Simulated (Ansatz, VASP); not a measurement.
Given: the input of a run of VASP 6.6.1 on AgRh.

File INCAR:

```
  ALGO = Normal
  EDIFF = 1E-7
  ENCUT = 520
  GGA = PS
  ISIF = 2
  ISMEAR = -1
  LASPH = True
  LCHARG = False
  LREAL = False
  LWAVE = False
  NBANDS = 20
  NELM = 60
  PREC = Accurate
  SIGMA = 0.05
```

KPOINTS

```
k-points
0
Gamma
  11 11 6
```

The input POSCAR:

```
AgRh
1.0
    2.7400486223      0.0000000000      0.0000000000
   -1.3700243112      2.3729517146      0.0000000000
    0.0000000000      0.0000000000      4.7436129252
Ag Rh
1 1
Direct
    0.0000000000      0.0000000000      0.5000000000
    0.6666666667      0.3333333333      0.0000000000
```

Potentials or basis: VASP PAW PBE potentials, release 64 (Ag, Rh_pv).

The run is started by

```bash
$ cat potpaw_PBE.64/Ag/POTCAR potpaw_PBE.64/Rh_pv/POTCAR > POTCAR
$ mpirun -np 1 vasp_std > vasp.out
```

Q: Set up the same calculation for Ansatz 0.2.0. Potentials there: Ansatz PAW.

A: As run (the cutoff follows the program's own potentials):

File input.yaml:

```yaml
crystal:
  lattice:
    - [2.7400486223, 0.0, 0.0]
    - [-1.3700243112, 2.3729517146, 0.0]
    - [0.0, 0.0, 4.7436129252]
  atoms:
    - { symbol: Ag, position: [0.0, 0.0, 0.5] }
    - { symbol: Rh, position: [0.6666666667, 0.3333333333, 0.0] }
hamiltonian:
  xc: pbesol
  pseudopotentials: { kind: paw }
kpoints:
  mp_grid: { grid: [11, 11, 6] }
scf:
  occupations: { method: fermi_dirac, width: 0.05 }
output:
  forces: true
  stress: true
  eigenvalues: true
```

Potentials or basis: Ansatz PAW.

Command:

```sh
$ ansatz run input.yaml --threads 1 --pin off --max-ram 3584MiB --backend cpu --events-out ev --progress --plain --runs-dir out
```

Both were run:

|  | VASP | Ansatz | Ansatz less VASP |
| --- | --- | --- | --- |
| gap on the k mesh at the Fermi level (eV) | none | none | - |
| pressure (GPa) | -4.8 | -4.6 | +0.19 |
| largest component of the traceless stress (GPa) | 0.83 | 0.88 | +0.048 |

A gap of «none» marks a metal or a gap that the smearing closes. The two sets of potentials don't hold the same shells in valence.

Caveats: the PAW data sets were made with another functional, which shifts forces and pressure a little (VASP); the PAW data sets come from PBE, with cores solved anew for the run's functional, which leaves a small shift of forces and pressure (Ansatz).
